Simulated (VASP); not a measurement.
# FeCuSO: magnetic orders, part 7 of 7

Wanted: the lowest of several collinear orders of FeCuSO. The start is a cell from a database of measured crystal structures.

VASP 6.6.1, plane waves and PAW; the level of theory is named at each step.

Still holding for the runs below: The k-mesh is coarse for a metal.

So far. Step 8 (Magnetic order, start order ferri 5, signs +++-): The largest moment at the end is 4.04 μB, and the moments of the cell sum to 0.00 μB. Step 10 (No spin polarisation): Energy at zero smearing: -70.12991 eV. The relaxed cell has a = 3.829, c = 7.562 Å (conventional setting).

## Step 12: Magnetic order, other settings

This step: r2SCAN, DFT+U (Cu d 5 eV, Fe d 3 eV), spin-polarised, from parallel moments; plane waves and PAW (Cu, Fe, S, O) (VASP 6.6.1).

The run is repeated with some settings moved, to see what they change.

INCAR reads:

```
SYSTEM = FeCuSO
PREC = Normal
ENCUT = 480
EDIFF = 1E-05
NELM = 120
ISMEAR = 0
SIGMA = 0.05
LREAL = .FALSE.
ALGO = Normal
METAGGA = R2SCAN
LASPH = .TRUE.
NBANDS = 48
ISPIN = 2
MAGMOM = 0.6 0.6 3 3 0 0 0 0
LDAU = .TRUE.
LDAUTYPE = 2
LDAUL = 2 2 -1 -1
LDAUU = 5 3 0 0
LDAUJ = 0 0 0 0
LDAUPRINT = 1
LMAXMIX = 4
LORBIT = 11
LWAVE = .FALSE.
LCHARG = .FALSE.
NELECT = 61.5
ISYM = 0
```

POSCAR reads:

```
FeCuSO
1.0
    3.8289529429      0.0000000000      0.0000000000
    0.0000000000      3.8289529429      0.0000000000
    0.0000000000      0.0000000000      7.5623732574
Cu Fe S O
2 2 2 2
Direct
    0.5000000000      0.5000000000      0.5000000000
    0.0000000000      0.0000000000      0.5000000000
    0.0000000000      0.0000000000      0.0000000000
    0.5000000000      0.5000000000      0.0000000000
    0.0000000000      0.5000000000      0.6737580009
    0.5000000000      0.0000000000      0.3262419991
    0.0000000000      0.5000000000      0.0743867379
    0.5000000000      0.0000000000      0.9256132621
```

KPOINTS reads:

```
Automatic mesh
0
Gamma
5 5 2
0 0 0
```

PAW data sets: Cu, Fe, S and O (PBE family, release 64).

Launch:

```
mpirun -np 1 vasp_std
```

Output:

```text
[... set-up lines as in an earlier step ...]
 entering main loop
       N       E                     dE             d eps       ncg     rms          rms(c)
DAV:   1     0.586535206260E+03    0.58654E+03   -0.25846E+04  5064   0.157E+03
DAV:   2     0.143423514764E+02   -0.57219E+03   -0.52468E+03  5040   0.388E+02
DAV:   3    -0.947851257065E+02   -0.10913E+03   -0.10248E+03  5752   0.181E+02
DAV:   4    -0.101907835755E+03   -0.71227E+01   -0.70550E+01  6448   0.513E+01
DAV:   5    -0.102142258032E+03   -0.23442E+00   -0.23430E+00  7208   0.960E+00BRMIX: very serious problems
 the old and the new charge density differ
 old charge density:    62.00000 new   61.49998
    0.353E+01
DAV:   6    -0.982074422502E+02    0.39348E+01   -0.14267E+02  7072   0.138E+02    0.954E+01
DAV:   7    -0.807601544960E+02    0.17447E+02   -0.68419E+01  7200   0.139E+02    0.275E+01
DAV:   8    -0.801015772483E+02    0.65858E+00   -0.14136E+01  7104   0.789E+01    0.207E+01
DAV:   9    -0.803760494408E+02   -0.27447E+00   -0.22986E+00  7744   0.162E+01    0.129E+01
DAV:  10    -0.805082514166E+02   -0.13220E+00   -0.38576E-01  7352   0.693E+00    0.108E+01
DAV:  11    -0.802308864713E+02    0.27736E+00   -0.56186E-01  8144   0.111E+01    0.625E+00
DAV:  12    -0.801625203984E+02    0.68366E-01   -0.33231E-01  7888   0.676E+00    0.271E+00
DAV:  13    -0.801718075976E+02   -0.92872E-02   -0.61393E-02  7680   0.220E+00    0.174E+00
DAV:  14    -0.801808046690E+02   -0.89971E-02   -0.29862E-02  8032   0.162E+00    0.104E+00
DAV:  15    -0.801880224173E+02   -0.72177E-02   -0.41840E-03  7680   0.693E-01    0.901E-01
DAV:  16    -0.801944973042E+02   -0.64749E-02   -0.75091E-03  8312   0.934E-01    0.542E-01
DAV:  17    -0.801955310620E+02   -0.10338E-02   -0.71001E-03  7992   0.684E-01    0.197E-01
DAV:  18    -0.801964349681E+02   -0.90391E-03   -0.11485E-03  8200   0.444E-01    0.756E-02
DAV:  19    -0.801965658876E+02   -0.13092E-03   -0.34985E-04  7728   0.337E-01    0.715E-02
DAV:  20    -0.801966367110E+02   -0.70823E-04   -0.16714E-04  8144   0.334E-01    0.622E-02
DAV:  21    -0.801966884351E+02   -0.51724E-04   -0.18174E-04  7680   0.191E-01    0.580E-02
DAV:  22    -0.801966933153E+02   -0.48802E-05   -0.87973E-05  5328   0.905E-02
   1 F= -.80196693E+02 E0= -.80194134E+02  d E =-.511774E-02  mag=     9.6041
```

It took 4.5 min on 1 MPI rank of Intel Xeon 6975P-C (Granite Rapids), shared host; peak memory 0.32 GiB.

From OUTCAR (step 12):

```text
NELECT = 61.5

 ion  position               nearest neighbor table
   1  0.500  0.500  0.500-   5 2.32   6 2.32   6 2.32   5 2.32   2 2.71   2 2.71   2 2.71   2 2.71

   k-points           NKPTS =     26   k-points in BZ     NKDIM =     26   number of bands    NBANDS=     48

atom =   1  type =  1  l = 2

 onsite density matrix

spin component  1

  0.9530 -0.0000  0.0000  0.0000  0.0000
 -0.0000  0.9306  0.0000 -0.0000 -0.0000
  0.0000  0.0000  0.9584  0.0000  0.0000
  0.0000 -0.0000  0.0000  0.9306 -0.0000
  0.0000 -0.0000  0.0000 -0.0000  0.9623

spin component  2

  0.9424 -0.0000  0.0000  0.0000 -0.0000
 -0.0000  0.9178 -0.0000  0.0000  0.0000
  0.0000 -0.0000  0.9504 -0.0000  0.0000
  0.0000  0.0000 -0.0000  0.9178  0.0000
 -0.0000  0.0000  0.0000  0.0000  0.9254

 occupancies and eigenvectors

  o =  0.9178  v =  0.0000  0.0000  0.0000  0.0000  0.0000 -0.0000 -0.8971  0.0000  0.4418 -0.0000      0.0000  0.0000  0.0000  0.0000  0.0000  0.0000  0.0000  0.0000  0.0000  0.0000
  o =  0.9178  v =  0.0000  0.0000  0.0000  0.0000  0.0000 -0.0000 -0.4418 -0.0000 -0.8971  0.0001      0.0000  0.0000  0.0000  0.0000  0.0000  0.0000  0.0000  0.0000  0.0000  0.0000
  o =  0.9254  v =  0.0000  0.0000  0.0000  0.0000  0.0000  0.0000  0.0000 -0.0000  0.0001  1.0000      0.0000  0.0000  0.0000  0.0000  0.0000  0.0000  0.0000  0.0000  0.0000  0.0000
  o =  0.9306  v =  0.0000  0.9055 -0.0000  0.4244  0.0000  0.0000  0.0000  0.0000  0.0000  0.0000      0.0000  0.0000  0.0000  0.0000  0.0000  0.0000  0.0000  0.0000  0.0000  0.0000
  o =  0.9306  v = -0.0000 -0.4244 -0.0000  0.9055 -0.0000  0.0000  0.0000  0.0000  0.0000  0.0000      0.0000  0.0000  0.0000  0.0000  0.0000  0.0000  0.0000  0.0000  0.0000  0.0000
  o =  0.9424  v =  0.0000  0.0000  0.0000  0.0000  0.0000 -1.0000  0.0000  0.0000 -0.0000  0.0000      0.0000  0.0000  0.0000  0.0000  0.0000  0.0000  0.0000  0.0000  0.0000  0.0000
  o =  0.9504  v =  0.0000  0.0000  0.0000  0.0000  0.0000  0.0000 -0.0000  1.0000 -0.0000  0.0000      0.0000  0.0000  0.0000  0.0000  0.0000  0.0000  0.0000  0.0000  0.0000  0.0000
  o =  0.9530  v = -1.0000  0.0000  0.0000 -0.0000  0.0000  0.0000  0.0000  0.0000  0.0000  0.0000      0.0000  0.0000  0.0000  0.0000  0.0000  0.0000  0.0000  0.0000  0.0000  0.0000
  o =  0.9584  v = -0.0000 -0.0000 -1.0000 -0.0000  0.0000  0.0000  0.0000  0.0000  0.0000  0.0000      0.0000  0.0000  0.0000  0.0000  0.0000  0.0000  0.0000  0.0000  0.0000  0.0000
  o =  0.9623  v =  0.0000 -0.0000  0.0000 -0.0000  1.0000  0.0000  0.0000  0.0000  0.0000  0.0000      0.0000  0.0000  0.0000  0.0000  0.0000  0.0000  0.0000  0.0000  0.0000  0.0000

atom =   2  type =  1  l = 2

 onsite density matrix

spin component  1

  0.9530 -0.0000  0.0000 -0.0000  0.0000
 -0.0000  0.9306  0.0000 -0.0000  0.0000
  0.0000  0.0000  0.9584 -0.0000 -0.0000
 -0.0000 -0.0000 -0.0000  0.9306  0.0000
  0.0000  0.0000 -0.0000  0.0000  0.9623

spin component  2

  0.9424 -0.0000 -0.0000  0.0000 -0.0000
 -0.0000  0.9178 -0.0000 -0.0000  0.0000
 -0.0000 -0.0000  0.9504 -0.0000  0.0000
  0.0000 -0.0000 -0.0000  0.9178  0.0000
 -0.0000  0.0000  0.0000  0.0000  0.9254

 occupancies and eigenvectors

  o =  0.9178  v =  0.0000  0.0000  0.0000  0.0000  0.0000  0.0000  0.9966  0.0000  0.0824 -0.0000      0.0000  0.0000  0.0000  0.0000  0.0000  0.0000  0.0000  0.0000  0.0000  0.0000
  o =  0.9178  v =  0.0000  0.0000  0.0000  0.0000  0.0000  0.0000  0.0824 -0.0000 -0.9966  0.0000      0.0000  0.0000  0.0000  0.0000  0.0000  0.0000  0.0000  0.0000  0.0000  0.0000
  o =  0.9254  v =  0.0000  0.0000  0.0000  0.0000  0.0000  0.0000  0.0000 -0.0000  0.0000  1.0000      0.0000  0.0000  0.0000  0.0000  0.0000  0.0000  0.0000  0.0000  0.0000  0.0000
  o =  0.9306  v =  0.0000  0.4606  0.0000  0.8876 -0.0000  0.0000  0.0000  0.0000  0.0000  0.0000      0.0000  0.0000  0.0000  0.0000  0.0000  0.0000  0.0000  0.0000  0.0000  0.0000
[...]
o =  0.1121  v =  0.0000  0.0000  0.0000  0.0000  0.0000  0.0000 -0.7340 -0.0000 -0.6791 -0.0000      0.0000  0.0000  0.0000  0.0000  0.0000  0.0000  0.0000  0.0000  0.0000  0.0000
  o =  0.1846  v =  0.0000  0.0000  0.0000  0.0000  0.0000 -0.0001  0.0000  1.0000 -0.0000  0.0000      0.0000  0.0000  0.0000  0.0000  0.0000  0.0000  0.0000  0.0000  0.0000  0.0000
  o =  0.2253  v =  0.0000  0.0000  0.0000  0.0000  0.0000  0.0000 -0.0000  0.0000  0.0000 -1.0000      0.0000  0.0000  0.0000  0.0000  0.0000  0.0000  0.0000  0.0000  0.0000  0.0000
  o =  0.2838  v =  0.0000  0.0000  0.0000  0.0000  0.0000 -1.0000 -0.0000 -0.0001  0.0000 -0.0000      0.0000  0.0000  0.0000  0.0000  0.0000  0.0000  0.0000  0.0000  0.0000  0.0000
  o =  0.9763  v =  0.0003  0.0000 -1.0000 -0.0001  0.0000  0.0000  0.0000  0.0000  0.0000  0.0000      0.0000  0.0000  0.0000  0.0000  0.0000  0.0000  0.0000  0.0000  0.0000  0.0000
  o =  0.9809  v = -0.0015  0.6971  0.0001 -0.7170 -0.0000  0.0000  0.0000  0.0000  0.0000  0.0000      0.0000  0.0000  0.0000  0.0000  0.0000  0.0000  0.0000  0.0000  0.0000  0.0000
  o =  0.9809  v =  0.0010 -0.7170  0.0000 -0.6971 -0.0000  0.0000  0.0000  0.0000  0.0000  0.0000      0.0000  0.0000  0.0000  0.0000  0.0000  0.0000  0.0000  0.0000  0.0000  0.0000
  o =  0.9814  v =  1.0000  0.0018  0.0003 -0.0004 -0.0000  0.0000  0.0000  0.0000  0.0000  0.0000      0.0000  0.0000  0.0000  0.0000  0.0000  0.0000  0.0000  0.0000  0.0000  0.0000
  o =  1.0406  v = -0.0000 -0.0000 -0.0000  0.0000 -1.0000  0.0000  0.0000  0.0000  0.0000  0.0000      0.0000  0.0000  0.0000  0.0000  0.0000  0.0000  0.0000  0.0000  0.0000  0.0000

 E-fermi :   4.5413

 spin component 1
 k-point     1 :       0.0000    0.0000    0.0000
  band No.  band energies     occupation
    ...
     30       2.3406      1.00000
     31       2.4299      1.00000
     32       3.0575      1.00000
     33       3.0575      1.00000
     34       4.5384      0.53245
     35       5.0153      0.00000
     36       5.0153      0.00000
     37       7.1830      0.00000
     38       9.2143      0.00000
     39       9.4744      0.00000
    ...

 k-point     2 :       0.2000    0.0000    0.0000
  band No.  band energies     occupation
    ...
     31       2.3700      1.00000
     32       2.4334      1.00000
     33       3.4964      1.00000
     34       4.2204      1.00000
     35       4.4158      0.99981
     36       4.9397      0.00000
     37       8.2946      0.00000
     38       9.6274      0.00000
     39      10.4022      0.00000
     40      10.4158      0.00000
    ...

  Total       -5.1357553     -5.1357251     -6.5257971      0.0000012     -0.0000144      0.0000199
  in kB      -74.2158631    -74.2154259    -94.3031025      0.0000170     -0.0002076      0.0002880
  external PRESSURE =     -80.9114638 kB  Pullay stress =       0.0000000 kB

 POSITION                                       TOTAL-FORCE (eV/Angst)
 -----------------------------------------------------------------------------------
      1.91448      1.91448      3.78119         0.000000      0.000004      0.000003
      0.00000      0.00000      3.78119         0.000001      0.000001      0.000001
      0.00000      0.00000      0.00000        -0.000107      0.000095     -0.000002
      1.91448      1.91448      0.00000         0.000107     -0.000100     -0.000005
      0.00000      1.91448      5.09521        -0.000005      0.000001     -0.071006
      1.91448      0.00000      2.46716         0.000005     -0.000001      0.071001
      0.00000      1.91448      0.56254         0.000043      0.000039     -0.232945
      1.91448      0.00000      6.99983        -0.000043     -0.000039      0.232954
 -----------------------------------------------------------------------------------
    total drift:                               -0.000007     -0.000005     -0.000000

  FREE ENERGIE OF THE ION-ELECTRON SYSTEM (eV)
  ---------------------------------------------------
  free  energy   TOTEN  =       -80.1966933153 eV

  energy  without entropy=      -80.1915755715  energy(sigma->0) =      -80.19413444

 magnetization (x)
# of ion       s       p       d       tot
------------------------------------------
    1        0.001   0.013   0.082   0.095
    2        0.001   0.013   0.082   0.095
    3        0.036   0.026   4.041   4.104
    4        0.036   0.026   4.041   4.103
    5        0.009   0.144   0.000   0.153
    6        0.009   0.144   0.000   0.153
    7        0.022   0.320   0.000   0.343
    8        0.022   0.320   0.000   0.343
--------------------------------------------------
tot          0.137   1.006   8.246   9.389

[... 3 parts as in an earlier step ...]

[... 14 further parts left out ...]
```

Settings moved on purpose: ISYM = 0 and NELECT = 61.5. The run ended without an error; the comparison shows what it cost.

The two runs differ by 0.50 electrons, so their total energies can't be compared.

Against the run that it repeats, EDIFF, NBANDS and AMIX also differ.

Side by side:

```tsv
quantity	this run	the run it repeats	difference
energy at zero smearing (eV)	-80.194	-77.916	-2.28
free energy (TOTEN) (eV)	-80.197	-77.918	-2.28
Fermi energy (eV)	4.5413	4.6689	-0.128
moment of the cell, from the last line of the log (μB)	9.6041	9.188	0.416
electronic cycles	22	38	-16
```

## Step 13: Outcome

```json
{"mean moment in the lowest run": "4.04 μB"}
```

**Reading.** The crystal is layered and no dispersion term is used, so the spacing and binding between its layers, and what hangs on them, are unreliable. The lowest run started as fm and holds 4.04 μB on average over the atoms that kept a moment; the next state, from afm 1, lies 274.0 meV a magnetic atom higher. The starts fm, ferri 2 and ferri 4 ended within 0.5 meV of each other, with moments of like size, so they probably reached one state. It ends with the signs 00++ and a net moment of 9.19 μB a cell: the moments given at the start all parallel. The starts fm, afm 1, ferri 2, afm 3, ferri 4 and ferri 5 ended with other signs than typed, or lost moments. Differences of 274 meV a magnetic atom are large for orders alone; such runs may also hold other orbital or spin states. On this k mesh the moments and energy differences of a metal are not converged, and no denser mesh was tried, so the order found is tentative. Cu started with a moment and ended without one in every run, so it isn't counted among the magnetic atoms. No other collinear orders were tried, and their comparison leaves spin-orbit coupling out.

[Lines on the potential files, build, host, timing and source positions are cut from VASP's logs without a mark.]

[Logs are printed without paths, hosts, clocks, repeated set-up lines and the standing remarks that a program may print on its own settings, such as how far it seeks lower states.]

[Hosts, paths, dates, database ids (printed as entryN), source tags and the programs' standing remarks are cut or masked in the printed files.]

[In band tables of VASP the shares of atoms and orbitals are scaled to a sum of 1 inside the atoms' spheres.]

[Runs that stopped without an error message from VASP are left out.]
